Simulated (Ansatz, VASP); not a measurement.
# SiO2 (Cristobalite): VASP beside Ansatz, part 2 of 2

Aim: how closely do two programs agree when they are given the same cell, functional and k mesh? The structure shown is the start of the Ansatz relaxation below; VASP solves that cell, so the two are compared at the walk's first step.

VASP 6.6.1 and Ansatz 0.2.0.

So far. Step 3 (VASP: single point, LDA, start cell, pair 1): The run ends at a pressure of -3.11 GPa, with forces up to 0.22 eV/Å.

### 4. Comparison

Known differences besides the potentials themselves: fixed occupations in Ansatz, narrow Gaussian smearing in VASP; the cutoff is 420 eV in Ansatz and 520 eV in VASP; VASP's log shows a relativistic correction to its local exchange, Ansatz's none. Total energies have different zeros and are not compared.

Forces on 10 of the 12 atoms, those with the largest forces and the largest differences (eV/Å; atoms numbered as in POSCAR):

```tsv
atom	Ansatz x, y, z	VASP x, y, z
O1	0.026, -0.137, -0.171	0.026, -0.132, -0.170
O2	0.137, 0.026, -0.171	0.132, 0.026, -0.170
O3	-0.026, 0.137, -0.171	-0.026, 0.132, -0.170
O4	-0.137, -0.026, -0.171	-0.132, -0.026, -0.170
O5	0.026, 0.137, 0.171	0.026, 0.132, 0.170
O6	0.137, -0.026, 0.171	0.132, -0.026, 0.170
O7	-0.026, -0.137, 0.171	-0.026, -0.132, 0.170
Si10	0.012, -0.012, 0.000	-0.008, 0.008, 0.000
Si11	0.012, 0.012, 0.000	-0.008, -0.008, 0.000
Si12	-0.012, 0.012, 0.000	0.008, -0.008, 0.000
```

The forces differ by 9.8 meV/Å r.m.s., which is 9.6 % of the r.m.s. force of 0.102 eV/Å (both taken over all components).

### 5. Ansatz: relaxation, LDA

The two programs are compared at the cell with which this relaxation starts, whose forces are those of its first step. The cell compared in this pair holds 174.56 Å³, against 171.20 Å³ for the pair before.

The structure compared here is the start of the Ansatz relaxation; VASP solves that cell, so the two are compared at the walk's first step.

File input.yaml:

```yaml
crystal:
  lattice:
    - [5.0048109802, 0.0, 0.0]
    - [0.0, 5.0048109802, 0.0]
    - [0.0, 0.0, 6.9689763686]
  atoms:
    - { symbol: O, position: [0.2385612819, 0.1072006361, 0.1803753291] }
    - { symbol: O, position: [0.3927993639, 0.7385612819, 0.4303753291] }
    - { symbol: O, position: [0.7614387181, 0.8927993639, 0.6803753291] }
    - { symbol: O, position: [0.6072006361, 0.2614387181, 0.9303753291] }
    - { symbol: O, position: [0.7385612819, 0.3927993639, 0.5696246709] }
    - { symbol: O, position: [0.8927993639, 0.7614387181, 0.3196246709] }
    - { symbol: O, position: [0.2614387181, 0.6072006361, 0.0696246709] }
    - { symbol: O, position: [0.1072006361, 0.2385612819, 0.8196246709] }
    - { symbol: Si, position: [0.301257011, 0.301257011, 0.0] }
    - { symbol: Si, position: [0.198742989, 0.801257011, 0.25] }
    - { symbol: Si, position: [0.698742989, 0.698742989, 0.5] }
    - { symbol: Si, position: [0.801257011, 0.198742989, 0.75] }
kpoints:
  mp_grid: { grid: [4, 4, 4] }
hamiltonian:
  xc: lda
  pseudopotentials: { kind: paw, azcp: { folder: soft_1 }, xc_functional: pbe }
scf:
  occupations: { method: fixed }
output:
  forces: true
  stress: true
  eigenvalues: true
relax:
  adjacent_minimum: "off"
  f_tol: 0.001
  max_steps: 60
  cell: { stress_tol: 0.01, fix: [volume] }
```

Command:

```sh
ansatz run input.yaml --threads 8 --pin off --max-ram 20480MiB --backend cpu --events-out ev --progress --plain --runs-dir out
```

Numbers of over 12 decimals in the logs are rounded to 6 here.

The log of the run:

```text
[...]
Crystal: 12 atoms, lattice volume = 174.560 Å³
Basis set: ecut = 420 eV, 3419 PW (Γ)
Bands: 44, of which v1, the nominal top of the filled ones, is band 32 counted from 1 (31 counted from 0)
Symmetry: 8 space group operations
[...]
k-points: 18 of 64
[...]
- { symbol: O, position: [0.739872, 0.399488, 0.572886] }
    - { symbol: O, position: [0.899488, 0.760128, 0.322886] }
    - { symbol: O, position: [0.260128, 0.600512, 0.072886] }
    - { symbol: O, position: [0.100512, 0.239872, 0.822886] }
    - { symbol: Si, position: [0.297894, 0.297894, 1.3418389219715565e-19] }
    - { symbol: Si, position: [0.202106, 0.797894, 0.25] }
    - { symbol: Si, position: [0.702106, 0.702106, 0.5] }
    - { symbol: Si, position: [0.797894, 0.202106, 0.750000] }
[key lines of the parts left out:]
SCF converged after 6 iterations
Free energy (F): -6890.780866 eV
Fermi energy:    0.916791 eV
P = ⅓ Tr σ = -0.4096 GPa (-4.096 kbar)
```

### 6. VASP: single point, LDA, start cell, pair 2

The same cell, functional (in two slightly different forms) and mesh now go to VASP, with its own data sets.

File INCAR:

```
SYSTEM = SiO2
PREC = Accurate
ENCUT = 520
EDIFF = 1E-06
NELM = 120
ISMEAR = 0
SIGMA = 0.01
LREAL = .FALSE.
ALGO = Normal
GGA = PW92
NBANDS = 44
LORBIT = 11
LWAVE = .FALSE.
LCHARG = .FALSE.
ISIF = 2
LASPH = .TRUE.
GGA_COMPAT = .FALSE.
EFERMI = MIDGAP
KPAR = 2
```

File POSCAR:

```
SiO2
1.0
    5.0048110000      0.0000000000      0.0000000000
    0.0000000000      5.0048110000      0.0000000000
    0.0000000000      0.0000000000      6.9689760000
O Si
8 4
Direct
    0.2385612064      0.1072006016      0.1803753163
    0.3927992985      0.7385613064      0.4303753163
    0.7614385938      0.8927993984      0.6803753163
    0.6072005016      0.2614386936      0.9303753163
    0.7385612064      0.3927993984      0.5696246837
    0.8927992986      0.7614386936      0.3196246837
    0.2614385937      0.6072006016      0.0696246837
    0.1072005016      0.2385613064      0.8196246837
    0.3012568806      0.3012569806      1.0000000000
    0.1987429195      0.8012569805      0.2500000000
    0.6987429196      0.6987430195      0.5000000000
    0.8012568806      0.1987430194      0.7500000000
```

File KPOINTS:

```
Automatic mesh
0
Gamma
4 4 4
0 0 0
```

Potentials, in the order of the species: O and Si (LDA family, release 64).

Command:

```sh
mpirun -np 2 vasp_std
```

The log of the run:

```text
[banner, memory and clock lines left out]
running    2 mpi-ranks, on    1 nodes
[...]
[... a notice as in an earlier step ...]

 LDA part: xc-table for (Slater(with rela. corr.)+PW92), standard interpolation
 POSCAR, INCAR and KPOINTS ok, starting setup
[...]
entering main loop
       N       E                     dE             d eps       ncg     rms          rms(c)
DAV:   1     0.390217730891E+03    0.39022E+03   -0.32640E+04  1584   0.132E+03
DAV:   2    -0.865507541669E+02   -0.47677E+03   -0.46181E+03  2008   0.311E+02
DAV:   3    -0.116887087146E+03   -0.30336E+02   -0.30202E+02  1952   0.833E+01
DAV:   4    -0.117287625076E+03   -0.40054E+00   -0.39984E+00  1992   0.106E+01
[...]
DAV:  12    -0.103841286954E+03   -0.44755E-05   -0.23639E-05  1848   0.232E-02    0.115E-02
DAV:  13    -0.103841288134E+03   -0.11800E-05   -0.91345E-06  1848   0.137E-02    0.444E-03
DAV:  14    -0.103841288363E+03   -0.22888E-06   -0.22110E-07  1268   0.256E-03
   1 F= -.10384129E+03 E0= -.10384129E+03  d E =0.000000E+00
```

OUTCAR, selected parts (step 6):

```text
  Total       -3.4732990     -3.4732990     -3.5425299      0.0000000      0.0000000     -0.0000000
  in kB      -31.8792738    -31.8792738    -32.5147013      0.0000000      0.0000000     -0.0000000
  external PRESSURE =     -32.0910830 kB  Pullay stress =       0.0000000 kB

 POSITION                                       TOTAL-FORCE (eV/Angst)
 -----------------------------------------------------------------------------------
      1.19395      0.53652      1.25703         0.023044     -0.124525     -0.160896
      1.96589      3.69636      2.99928         0.124525      0.023044     -0.160896
      3.81086      4.46829      4.74152        -0.023044      0.124525     -0.160896
      3.03892      1.30845      6.48376        -0.124525     -0.023044     -0.160896
      3.69636      1.96589      3.96970         0.023044      0.124525      0.160896
      4.46829      3.81086      2.22746         0.124525     -0.023044      0.160896
      1.30845      3.03892      0.48521        -0.023044     -0.124525      0.160896
      0.53652      1.19395      5.71194        -0.124525      0.023044      0.160896
      1.50773      1.50773      0.00000         0.008250      0.008250     -0.000000
      0.99467      4.01014      1.74224        -0.008250      0.008250     -0.000000
      3.49708      3.49708      3.48449        -0.008250     -0.008250     -0.000000
      4.01014      0.99467      5.22673         0.008250     -0.008250     -0.000000
 -----------------------------------------------------------------------------------
    total drift:                                0.003987      0.000546     -0.000000

  FREE ENERGIE OF THE ION-ELECTRON SYSTEM (eV)
  ---------------------------------------------------
  free  energy   TOTEN  =      -103.8412883630 eV

  energy  without entropy=     -103.8412883630  energy(sigma->0) =     -103.84128836

[... 1 part as in an earlier step ...]

[... 2 further parts left out ...]
[key lines of the parts left out:]
E-fermi :   2.4825
```

The run ends at a pressure of -3.21 GPa, with forces up to 0.20 eV/Å.

### 7. Side by side

Forces on 10 of the 12 atoms, those with the largest forces and the largest differences (eV/Å; atoms numbered as in POSCAR):

```tsv
atom	Ansatz x, y, z	VASP x, y, z
O1	0.023, -0.128, -0.160	0.023, -0.125, -0.161
O2	0.128, 0.023, -0.160	0.125, 0.023, -0.161
O3	-0.023, 0.128, -0.160	-0.023, 0.125, -0.161
O4	-0.128, -0.023, -0.160	-0.125, -0.023, -0.161
O5	0.023, 0.128, 0.160	0.023, 0.125, 0.161
O6	0.128, -0.023, 0.160	0.125, -0.023, 0.161
O7	-0.023, -0.128, 0.160	-0.023, -0.125, 0.161
Si10	0.011, -0.011, 0.000	-0.008, 0.008, 0.000
Si11	0.011, 0.011, 0.000	-0.008, -0.008, 0.000
Si12	-0.011, 0.011, 0.000	0.008, -0.008, 0.000
```

The forces differ by 9.4 meV/Å r.m.s., which is 9.7 % of the r.m.s. force of 0.097 eV/Å (both taken over all components).

### 8. Ansatz: relaxation, LDA

The two programs are compared at the cell with which this relaxation starts, whose forces are those of its first step. The cell compared in this pair holds 177.92 Å³, against 174.56 Å³ for the pair before.

The structure compared here is the start of the Ansatz relaxation; VASP solves that cell, so the two are compared at the walk's first step.

input.yaml, the sections that differ from step 5:

```yaml
crystal:
  lattice:
    - [5.0332072268, 0.0, 0.0]
    - [0.0, 5.0332072268, 0.0]
    - [0.0, 0.0, 7.0230741627]
  atoms:
    - { symbol: O, position: [0.2398718669, 0.1005119846, 0.1771139139] }
    - { symbol: O, position: [0.3994880154, 0.7398718669, 0.4271139139] }
    - { symbol: O, position: [0.7601281331, 0.8994880154, 0.6771139139] }
    - { symbol: O, position: [0.6005119846, 0.2601281331, 0.9271139139] }
    - { symbol: O, position: [0.7398718669, 0.3994880154, 0.5728860861] }
    - { symbol: O, position: [0.8994880154, 0.7601281331, 0.3228860861] }
    - { symbol: O, position: [0.2601281331, 0.6005119846, 0.0728860861] }
    - { symbol: O, position: [0.1005119846, 0.2398718669, 0.8228860861] }
    - { symbol: Si, position: [0.2978941128, 0.2978941128, 0.0] }
    - { symbol: Si, position: [0.2021058872, 0.7978941128, 0.25] }
    - { symbol: Si, position: [0.7021058872, 0.7021058872, 0.5] }
    - { symbol: Si, position: [0.7978941128, 0.2021058872, 0.75] }
# kpoints, hamiltonian, scf, output, relax: as in step 5
```

Command:

```sh
ansatz run input.yaml --threads 8 --pin off --max-ram 20480MiB --backend cpu --events-out ev --progress --plain --runs-dir out
```

The log of the run:

```text
[...]
Crystal: 12 atoms, lattice volume = 177.917 Å³
Basis set: ecut = 420 eV, 3507 PW (Γ)
Bands: 44, of which v1, the nominal top of the filled ones, is band 32 counted from 1 (31 counted from 0)
Symmetry: 8 space group operations
[...]
k-points: 18 of 64
[...]
- { symbol: O, position: [0.741161, 0.406400, 0.576289] }
    - { symbol: O, position: [0.906400, 0.758839, 0.326289] }
    - { symbol: O, position: [0.258839, 0.593600, 0.076289] }
    - { symbol: O, position: [0.093600, 0.241161, 0.826289] }
    - { symbol: Si, position: [0.294446, 0.294446, 1.016316236571277e-19] }
    - { symbol: Si, position: [0.205554, 0.794446, 0.25] }
    - { symbol: Si, position: [0.705554, 0.705554, 0.5] }
    - { symbol: Si, position: [0.794446, 0.205554, 0.75] }
[key lines of the parts left out:]
SCF converged after 6 iterations
Free energy (F): -6890.769980 eV
Fermi energy:    0.772109 eV
P = ⅓ Tr σ = -0.5896 GPa (-5.896 kbar)
```

### 9. VASP: single point, LDA, start cell, pair 3

The same cell, functional (in two slightly different forms) and mesh now go to VASP, with its own data sets.

INCAR is that of step 6.

File POSCAR:

```
SiO2
1.0
    5.0332070000      0.0000000000      0.0000000000
    0.0000000000      5.0332070000      0.0000000000
    0.0000000000      0.0000000000      7.0230740000
O Si
8 4
Direct
    0.2398719644      0.1005119599      0.1771139319
    0.3994881395      0.7398718650      0.4271139319
    0.7601282344      0.8994880401      0.6771139319
    0.6005120593      0.2601281350      0.9271139319
    0.7398719644      0.3994880401      0.5728860681
    0.8994881395      0.7601281350      0.3228860681
    0.2601282344      0.6005119599      0.0728860681
    0.1005120593      0.2398718650      0.8228860681
    0.2978942154      0.2978941160      0.0000000000
    0.2021059834      0.7978941160      0.2500000000
    0.7021059834      0.7021058840      0.5000000000
    0.7978942154      0.2021058840      0.7500000000
```

KPOINTS is that of step 6.

Command:

```sh
mpirun -np 2 vasp_std
```

The log of the run:

```text
[... set-up lines as in an earlier step ...]
 entering main loop
       N       E                     dE             d eps       ncg     rms          rms(c)
DAV:   1     0.397386816024E+03    0.39739E+03   -0.32666E+04  1584   0.132E+03
DAV:   2    -0.852890541305E+02   -0.48268E+03   -0.46693E+03  2040   0.307E+02
DAV:   3    -0.116944313673E+03   -0.31655E+02   -0.31509E+02  1976   0.846E+01
DAV:   4    -0.117372055966E+03   -0.42774E+00   -0.42697E+00  1976   0.108E+01
[...]
DAV:  12    -0.103838166914E+03   -0.53276E-05   -0.26173E-05  1880   0.247E-02    0.132E-02
DAV:  13    -0.103838168717E+03   -0.18036E-05   -0.11048E-05  1832   0.149E-02    0.468E-03
DAV:  14    -0.103838168967E+03   -0.25007E-06   -0.27279E-07  1348   0.279E-03
   1 F= -.10383817E+03 E0= -.10383817E+03  d E =0.000000E+00
```

From OUTCAR (step 9):

```text
  Total       -3.6404034     -3.6404034     -3.7087963     -0.0000000      0.0000000      0.0000000
  in kB      -32.7825900    -32.7825900    -33.3984828     -0.0000000      0.0000000      0.0000000
  external PRESSURE =     -32.9878876 kB  Pullay stress =       0.0000000 kB

 POSITION                                       TOTAL-FORCE (eV/Angst)
 -----------------------------------------------------------------------------------
      1.20733      0.50590      1.24388         0.020145     -0.116293     -0.150895
      2.01071      3.72393      2.99965         0.116293      0.020145     -0.150895
      3.82588      4.52731      4.75542        -0.020145      0.116293     -0.150895
      3.02250      1.30928      6.51119        -0.116293     -0.020145     -0.150895
      3.72393      2.01071      4.02342         0.020145      0.116293      0.150895
      4.52731      3.82588      2.26765         0.116293     -0.020145      0.150895
      1.30928      3.02250      0.51188        -0.020145     -0.116293      0.150895
      0.50590      1.20732      5.77919        -0.116293      0.020145      0.150895
      1.49936      1.49936      0.00000         0.008357      0.008357      0.000000
      1.01724      4.01597      1.75577        -0.008357      0.008357      0.000000
      3.53384      3.53384      3.51154        -0.008357     -0.008357      0.000000
      4.01597      1.01724      5.26731         0.008357     -0.008357      0.000000
 -----------------------------------------------------------------------------------
    total drift:                                0.000020      0.000123     -0.000251

  FREE ENERGIE OF THE ION-ELECTRON SYSTEM (eV)
  ---------------------------------------------------
  free  energy   TOTEN  =      -103.8381689674 eV

  energy  without entropy=     -103.8381689674  energy(sigma->0) =     -103.83816897

[... 1 part as in an earlier step ...]

[... 2 further parts left out ...]
[key lines of the parts left out:]
E-fermi :   2.3453
```

The run ends at a pressure of -3.30 GPa, with forces up to 0.19 eV/Å.

### 10. Side by side

Forces on 10 of the 12 atoms, those with the largest forces and the largest differences (eV/Å; atoms numbered as in POSCAR):

```tsv
atom	Ansatz x, y, z	VASP x, y, z
O1	0.020, -0.119, -0.149	0.020, -0.116, -0.151
O2	0.119, 0.020, -0.149	0.116, 0.020, -0.151
O3	-0.020, 0.119, -0.149	-0.020, 0.116, -0.151
O4	-0.119, -0.020, -0.149	-0.116, -0.020, -0.151
O5	0.020, 0.119, 0.149	0.020, 0.116, 0.151
O6	0.119, -0.020, 0.149	0.116, -0.020, 0.151
O7	-0.020, -0.119, 0.149	-0.020, -0.116, 0.151
Si10	0.010, -0.010, 0.000	-0.008, 0.008, 0.000
Si11	0.010, 0.010, 0.000	-0.008, -0.008, 0.000
Si12	-0.010, 0.010, 0.000	0.008, -0.008, 0.000
```

The forces differ by 8.9 meV/Å r.m.s., which is 9.9 % of the r.m.s. force of 0.090 eV/Å (both taken over all components).

### 11. What came out

```
r.m.s. force difference (single point, LDA, start cell, pair 1) : 9.8 meV/Å
r.m.s. force difference (single point, LDA, start cell, pair 2) : 9.4 meV/Å
r.m.s. force difference (single point, LDA, start cell, pair 3) : 8.9 meV/Å
```

In words: The r.m.s. force difference is 9.8 meV/Å (single point, LDA, start cell, pair 1), within the 12 meV/Å picked in this series as the mark of a large difference. 12 further runs of this series are not shown here. Such differences can come from data sets, numerical settings and the points named under the comparisons, not from the functional's error against experiment.

[Lines on the potential files, build, host, timing and source positions are cut from VASP's logs without a mark.]

[Logs are printed without paths, hosts, clocks, repeated set-up lines and the standing remarks that a program may print on its own settings, such as how far it seeks lower states.]

[Hosts, paths, dates, database ids (printed as entryN), source tags and the programs' standing remarks are cut or masked in the printed files.]
